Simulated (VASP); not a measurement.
Level of theory: PBE GGA, VASP's PBE PAW potentials (set 64) (plane waves; VASP).

Input for VASP

File POSCAR:
```
NiSi2
2.75910
  0.0000000000   1.0000000000   1.0000000000
  1.0000000000   0.0000000000   1.0000000000
  1.0000000000   1.0000000000   0.0000000000
Si Ni
2 1
direct
  0.2500000000   0.2500000000   0.2500000000
  0.7500000000   0.7500000000   0.7500000000
  0.0000000000   0.0000000000   0.0000000000
```

INCAR:
```
SYSTEM = NiSi2
PREC = Accurate
ENCUT = 400
EDIFF = 1E-6
NELM = 100
ALGO = VeryFast
LREAL = .FALSE.
LASPH = .TRUE.
ISMEAR = 1
SIGMA = 0.1
GGA = PE
LMAXMIX = 4
LWAVE = .FALSE.
LCHARG = .FALSE.
ISIF = 2
```

**KPOINTS**
```
Automatic mesh
0
Gamma
9 9 9
0 0 0
```

POTCAR, in this order: Si Ni (PBE.64 set). Program: vasp_std.

Output of the run:

File OSZICAR:
```
       N       E                     dE             d eps       ncg     rms          rms(c)
RMM:   1     0.853013694112E+02    0.85301E+02   -0.49769E+03   455   0.985E+02
RMM:   2     0.378063785239E+00   -0.84923E+02   -0.91658E+02   455   0.233E+02
RMM:   3    -0.134449852091E+02   -0.13823E+02   -0.13273E+02   455   0.987E+01
RMM:   4    -0.174112322623E+02   -0.39662E+01   -0.26697E+01   455   0.673E+01
RMM:   5    -0.185885295029E+02   -0.11773E+01   -0.10004E+01   455   0.293E+01
RMM:   6    -0.189865689595E+02   -0.39804E+00   -0.36636E+00   455   0.241E+01
RMM:   7    -0.191592673574E+02   -0.17270E+00   -0.16247E+00   455   0.115E+01
RMM:   8    -0.192326464035E+02   -0.73379E-01   -0.69755E-01   455   0.100E+01
RMM:   9    -0.192959479545E+02   -0.63302E-01   -0.61492E-01  1432   0.478E+00
RMM:  10    -0.192982424706E+02   -0.22945E-02   -0.17700E-02  1288   0.584E-01
RMM:  11    -0.192984320843E+02   -0.18961E-03   -0.17257E-03  1347   0.214E-01
RMM:  12    -0.192984648793E+02   -0.32795E-04   -0.32639E-04  1199   0.597E-02    0.160E+01
RMM:  13    -0.249630910233E+02   -0.56646E+01   -0.59107E+01  1819   0.102E+02    0.279E+01
RMM:  14    -0.175952512019E+02    0.73678E+01   -0.18092E+01  1819   0.526E+01    0.366E+00
RMM:  15    -0.173924196495E+02    0.20283E+00   -0.11288E+00  1809   0.129E+01    0.219E+00
RMM:  16    -0.173531124079E+02    0.39307E-01   -0.12330E-01  1568   0.463E+00    0.566E-01
RMM:  17    -0.173513083278E+02    0.18041E-02   -0.40976E-03  1153   0.733E-01    0.215E-01
RMM:  18    -0.173514797182E+02   -0.17139E-03   -0.11322E-03  1085   0.260E-01    0.401E-02
RMM:  19    -0.173514961440E+02   -0.16426E-04   -0.17073E-04  1208   0.141E-01    0.264E-02
RMM:  20    -0.173515030839E+02   -0.69399E-05   -0.43189E-05  1138   0.569E-02    0.227E-02
RMM:  21    -0.173515003065E+02    0.27774E-05   -0.26143E-05  1058   0.709E-02    0.868E-03
RMM:  22    -0.173515000030E+02    0.30349E-06   -0.50243E-06   959   0.273E-02
   1 F= -.17351500E+02 E0= -.17351766E+02  d E =0.797739E-03
```

File OUTCAR:
```
------------------------ aborting loop because EDIFF is reached ----------------------------------------
  FORCE on cell =-STRESS in cart. coord.  units (eV):
  Direction    XX          YY          ZZ          XY          YZ          ZX
  --------------------------------------------------------------------------------------
  Total       -1.3232717     -1.3232717     -1.3232717      0.0000000      0.0000000      0.0000000
  in kB      -50.4693002    -50.4693002    -50.4693002      0.0000000      0.0000000      0.0000000
  external PRESSURE =     -50.4693002 kB  Pullay stress =       0.0000000 kB
  volume of cell :       42.01
      direct lattice vectors                 reciprocal lattice vectors
     0.000000000  2.759100000  2.759100000    -0.181218513  0.181218513  0.181218513
     2.759100000  0.000000000  2.759100000     0.181218513 -0.181218513  0.181218513
     2.759100000  2.759100000  0.000000000     0.181218513  0.181218513 -0.181218513
 POSITION                                       TOTAL-FORCE (eV/Angst)
 -----------------------------------------------------------------------------------
      1.37955      1.37955      1.37955         0.000000      0.000000      0.000000
      4.13865      4.13865      4.13865        -0.000000     -0.000000     -0.000000
      0.00000      0.00000      0.00000         0.000000      0.000000      0.000000
 -----------------------------------------------------------------------------------
    total drift:                               -0.000000     -0.000000      0.000000
  FREE ENERGIE OF THE ION-ELECTRON SYSTEM (eV)
  ---------------------------------------------------
  free  energy   TOTEN  =       -17.3515000030 eV

  energy  without entropy=      -17.3522977420  energy(sigma->0) =      -17.35176592
```
(Selected blocks of OUTCAR.)

The compound is NiSi2 in the fluorite structure. The cell was not relaxed at this level. The run is one of a series of settings (ALGO = VeryFast against the base run), some of them coarse on purpose. The run is not spin-polarised, so no magnetic state was tried.
